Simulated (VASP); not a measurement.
Calculation: PBE GGA, VASP's PBE PAW potentials (set 64) (plane waves; VASP).

Input for VASP

**INCAR**
```
IBRION = 2   ! conjugate gradients
ISMEAR = 1
NSW = 60   ! most ionic steps
LCHARG = .False.
GGA = PE   ! PBE
EDIFF = 1E-6
SIGMA = 0.1   ! width (eV)
LMAXMIX = 4
SYSTEM = Cu
EDIFFG = -0.01   ! ionic stop
LWAVE = .False.
ENCUT = 520
PREC = Accurate
ISIF = 3
LASPH = .True.   ! aspherical one-centre terms
ALGO = Normal
NELM = 100
LREAL = .False.   ! projection in real space or not
```

**POSCAR**
```
Cu
1
   -0.0000000000     1.8171747880     1.8171747880
    1.8171747880     0.0000000000     1.8171747880
    1.8171747880     1.8171747880     0.0000000000
Cu
1
Direct
  0.0000000000   0.0000000000   0.0000000000
```

### KPOINTS
```
Automatic
0
Gamma
  15 15 15
0 0 0
```

POTCAR, in this order: Cu (PBE.64 set). Program: vasp_std.

The run wrote:

OSZICAR:
```
       N       E                     dE             d eps       ncg     rms          rms(c)
DAV:   1     0.363166879979E+02    0.36317E+02   -0.57834E+03  2216   0.204E+03
DAV:   2    -0.417961108995E+01   -0.40496E+02   -0.38498E+02  2179   0.196E+02
DAV:   3    -0.462235090517E+01   -0.44274E+00   -0.44158E+00  2542   0.301E+01
DAV:   4    -0.462548823567E+01   -0.31373E-02   -0.31371E-02  2713   0.229E+00
DAV:   5    -0.462552116653E+01   -0.32931E-04   -0.32930E-04  2570   0.181E-01    0.767E+00
DAV:   6    -0.411790815744E+01    0.50761E+00   -0.17256E+01  2273   0.965E+01    0.402E+00
DAV:   7    -0.373823891850E+01    0.37967E+00   -0.27482E+00  2312   0.383E+01    0.587E-01
DAV:   8    -0.372738071144E+01    0.10858E-01   -0.49737E-03  2405   0.116E+00    0.287E-01
DAV:   9    -0.372593053464E+01    0.14502E-02   -0.10294E-02  2394   0.218E+00    0.298E-02
DAV:  10    -0.372593247334E+01   -0.19387E-05   -0.45486E-05  3178   0.136E-01    0.720E-03
DAV:  11    -0.372593150824E+01    0.96510E-06   -0.52103E-07  1629   0.140E-02
   1 F= -.37259315E+01 E0= -.37259130E+01  d E =-.372593E+01
       N       E                     dE             d eps       ncg     rms          rms(c)
DAV:   1    -0.372711200787E+01   -0.11795E-02   -0.22344E-02  2282   0.384E+00    0.283E-01
DAV:   2    -0.372637638885E+01    0.73562E-03   -0.18498E-02  2268   0.308E+00    0.120E-01
DAV:   3    -0.372598228585E+01    0.39410E-03   -0.30623E-03  2253   0.129E+00    0.398E-02
DAV:   4    -0.372595101979E+01    0.31266E-04   -0.40055E-05  3001   0.797E-02    0.134E-03
DAV:   5    -0.372595088222E+01    0.13757E-06   -0.15783E-07  1281   0.513E-03
   2 F= -.37259509E+01 E0= -.37259374E+01  d E =-.193740E-04
```

**OUTCAR**
```
------------------------ aborting loop because EDIFF is reached ----------------------------------------
  FORCE on cell =-STRESS in cart. coord.  units (eV):
  Direction    XX          YY          ZZ          XY          YZ          ZX
  --------------------------------------------------------------------------------------
  Total        0.0030493      0.0030493      0.0030493     -0.0000000     -0.0000000      0.0000000
  in kB        0.4079779      0.4079779      0.4079779     -0.0000000     -0.0000000      0.0000000
  external PRESSURE =       0.4079779 kB  Pullay stress =       0.0000000 kB
  volume of cell :       11.97
      direct lattice vectors                 reciprocal lattice vectors
     0.000000000  1.815849278  1.815849278    -0.275353250  0.275353250  0.275353250
     1.815849278  0.000000000  1.815849278     0.275353250 -0.275353250  0.275353250
     1.815849278  1.815849278 -0.000000000     0.275353250  0.275353250 -0.275353250
 POSITION                                       TOTAL-FORCE (eV/Angst)
 -----------------------------------------------------------------------------------
      1.81585      0.00000      1.81585        -0.000000      0.000000      0.000000
 -----------------------------------------------------------------------------------
    total drift:                               -0.000000     -0.000000     -0.000000
  FREE ENERGIE OF THE ION-ELECTRON SYSTEM (eV)
  ---------------------------------------------------
  free  energy   TOTEN  =        -3.7259508822 eV

  energy  without entropy=       -3.7259103658  energy(sigma->0) =       -3.72593738

 reached required accuracy - stopping structural energy minimisation
```
(Selected blocks of OUTCAR.)

### CONTCAR
```
Cu
   1.00000000000000
     0.0000000000000000    1.8158492780773641    1.8158492780773641
     1.8158492780773641    0.0000000000000000    1.8158492780773641
     1.8158492780773641    1.8158492780773641   -0.0000000000000000
  Cu
     1
Direct
     0.0000000000000000    1.0000000000000000    0.0000000000000000
```

The compound is Cu in the fcc structure. This run relaxes it. Symmetry was kept, so distortions that lower it aren't found. The start is the result of an earlier pass.
